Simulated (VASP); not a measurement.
Calculation: PBE GGA, VASP's PBE PAW potentials (set 64) (plane waves; VASP 6.6.1).

The input files of a VASP run:

File KPOINTS:
```
k-points along high-symmetry lines
12
Line-mode
Reciprocal
  0.000000   0.000000   0.000000 ! GAMMA
  0.000000   0.500000   0.000000 ! X

  0.000000   0.500000   0.000000 ! X
  0.500000   0.500000   0.000000 ! M

  0.500000   0.500000   0.000000 ! M
  0.000000   0.000000   0.000000 ! GAMMA

  0.000000   0.000000   0.000000 ! GAMMA
  0.500000   0.500000   0.500000 ! R

  0.500000   0.500000   0.500000 ! R
  0.000000   0.500000   0.000000 ! X

  0.500000   0.500000   0.500000 ! R
  0.500000   0.500000   0.000000 ! M

  0.500000   0.500000   0.000000 ! M
  0.500000   0.000000   0.000000 ! X_1
```

### POSCAR
```
FeGe
1
    4.6573485044     0.0000000000    -0.0000000000
    0.0000000000     4.6573485044     0.0000000000
    0.0000000000     0.0000000000     4.6573485044
Fe Ge
4 4
Direct
  0.8651403191   0.6348596809   0.3651403191
  0.3651403191   0.8651403191   0.6348596809
  0.1348596809   0.1348596809   0.1348596809
  0.6348596809   0.3651403191   0.8651403191
  0.1582838167   0.3417161833   0.6582838167
  0.6582838167   0.1582838167   0.3417161833
  0.8417161833   0.8417161833   0.8417161833
  0.3417161833   0.6582838167   0.1582838167
```

**INCAR**
```
# general
SYSTEM =FeGe
PREC   =Accurate
ENCUT  =400
LREAL  =F
LASPH  =T
ICHARG =11

# electronic loop
EDIFF  =1E-7
NELM   =100
ALGO   =Normal
LMAXMIX=4

# smearing
ISMEAR =0
SIGMA  =0.05

# functional
GGA    =PE

# spin
ISPIN  =2
MAGMOM =4*1.1 4*-0.1

# output
LWAVE  =F
LCHARG =F
LORBIT =11
```

POTCAR, in this order: Fe Ge_d (PBE.64 set). Program: vasp_std. Read from the step before: CHGCAR.

Task: What will the output report for the number of irreducible k-points (NKPTS), number of bands (NBANDS), largest plane-wave count, number of space-group operations, FFT grid (NGX, NGY, NGZ)?

Result: 
- number of irreducible k-points (NKPTS): 84
- number of bands (NBANDS): 54
- largest plane-wave count: 1856
- number of space-group operations: 12
- FFT grid (NGX, NGY, NGZ): 30 × 30 × 30

The compound is FeGe in the B20 structure. It was relaxed first.
